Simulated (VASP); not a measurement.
Consider the following.

```
SrVO3
1.0
    3.86375     0.00000     0.00000
    0.00000     3.86375     0.00000
    0.00000     0.00000     3.86375
Sr V O
1 1 3
Direct
  0.00000   0.00000   0.00000
  0.50000   0.50000   0.50000
  0.50000   0.00000   0.50000
  0.00000   0.50000   0.50000
  0.50000   0.50000   0.00000
```

Level of theory: PBE GGA, VASP's PBE PAW potentials (set 64) (plane waves; VASP 6.6.1). Run with 520 eV cut-off, 9×9×9 Γ-centred mesh, tetrahedra with Blöchl corrections, potentials Sr_sv V_sv O.

The cores are frozen, which limits the accuracy of field gradients.

### Question
Give the principal components of the electric field gradient (V/Å²) and the asymmetry η at each nucleus.

### Answer

```csv
atom,Vxx,Vyy,Vzz,η
Sr1,0.0,0.0,0.0,-
V2,0.0,0.0,0.0,-
O3,-15.9,-15.9,31.8,0.00
O4,-15.9,-15.9,31.8,0.00
O5,-15.9,-15.9,31.8,0.00
```

The compound is SrVO3 in the cubic perovskite structure. It was relaxed first. The run is not spin-polarised, so no magnetic state was tried.
